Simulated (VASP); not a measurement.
## SiC (4h): computed properties

Method: PBEsol GGA, VASP's PBE PAW potentials (set 64) (plane waves; VASP).

```yaml
space_group: P6_3mc (186)
cell: a = 3.0796 Å, b = 3.0796 Å, c = 10.0816 Å, α = 90.00°, β = 90.00°, γ = 120.00°
volume_per_atom: 10.35 Å^3/atom
band gap (over mesh and band path): 2.11 eV
smallest direct gap (over mesh and band path): 3.23 eV
band_edge_character: indirect, Γ to M
density: 3.22 g/cm³
mean ε∞ (DFPT): 7.29
mean ε∞ (independent particles): 7.49
```

```
CELL_PARAMETERS angstrom
      1.53981    -2.66704     0.00000
      1.53981     2.66704     0.00000
      0.00000     0.00000    10.08163
ATOMIC_POSITIONS crystal
  Si 0.00000 0.00000 0.00030
  Si 0.00000 0.00000 0.50030
  Si 0.66667 0.33333 0.75024
  Si 0.33333 0.66667 0.25024
  C  0.00000 0.00000 0.81284
  C  0.00000 0.00000 0.31284
  C  0.66667 0.33333 0.56224
  C  0.33333 0.66667 0.06224
```

Measured: gap 3.26 eV (computed value off by -1.15 eV), as given by Daiki Deguchi et al., Japanese Journal of Applied Physics (2016), arXiv:1512.06930.

The compound is SiC in the 4h structure. It was relaxed first. Symmetry was kept, so distortions that lower it aren't found.
